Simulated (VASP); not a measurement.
A VASP calculation is set up with these files.

### KPOINTS
```
Regular mesh
0
gamma
  8 8 5
0 0 0
```

POSCAR:
```
ZnO
1.0
  1.5455589996  -2.6769871334   0.0000000000
  1.5455589996   2.6769871334   0.0000000000
  0.0000000000   0.0000000000   4.9970500081
Zn O
2 2
Cart
  1.5455589996  -0.8923308291   2.5075979729
  1.5455589996   0.8923308291   0.0090729688
  1.5455589996  -0.8923308291   4.3983251383
  1.5455589996   0.8923308291   1.8998001343
```

INCAR:
```
SYSTEM = ZnO
PREC = Accurate
ENCUT = 620
EDIFF = 1E-6
NELM = 100
ALGO = Normal
LREAL = .FALSE.
LASPH = .TRUE.
ISMEAR = 0
SIGMA = 0.05
LMAXMIX = 4
LWAVE = .FALSE.
LCHARG = .FALSE.
IBRION = 2
ISIF = 3
NSW = 40
EDIFFG = -0.02
PSTRESS = 200
```

POTCAR, in this order: Zn O (LDA.64 set). Program: vasp_std.

Problem. Write an equivalent input for Ansatz.

Solution. One equivalent input (not run):
Ansatz 0.2 input:
```yaml
crystal:
  lattice:
    - [1.5455590, -2.6769871, 0.0000000]
    - [1.5455590, 2.6769871, 0.0000000]
    - [0.0000000, 0.0000000, 4.9970500]
  atoms:
    - { symbol: Zn, position: [0.6666670, 0.3333330, 0.5018157] }
    - { symbol: Zn, position: [0.3333330, 0.6666670, 0.0018157] }
    - { symbol: O, position: [0.6666670, 0.3333330, 0.8801843] }
    - { symbol: O, position: [0.3333330, 0.6666670, 0.3801843] }
kpoints:
  mp_grid: { grid: [8, 8, 5] }
hamiltonian:
  xc: lda
  pseudopotentials: { kind: paw }
scf:
  occupations: { method: gaussian, width: 0.05 }
  max_iter: 100
relax:
  max_steps: 40
  f_tol: 0.02
  cell: { p_target: 20 }
output: { forces: true, stress: true, eigenvalues: true }
```
Limits of the translation: each code has its own PAW files, so the cut-off isn't converted (ENCUT is set for VASP's; basis.ecutwfc is left out, and Ansatz then takes the one that its files recommend); Ansatz stops its SCF on the density residual and VASP on the energy change (EDIFF); Ansatz's lda is the Perdew-Wang form, while the LDA potentials of VASP carry Perdew-Zunger's.

The compound is ZnO in the wurtzite structure. This run relaxes it under an external pressure of 20 GPa. Symmetry was kept, so distortions that lower it aren't found.
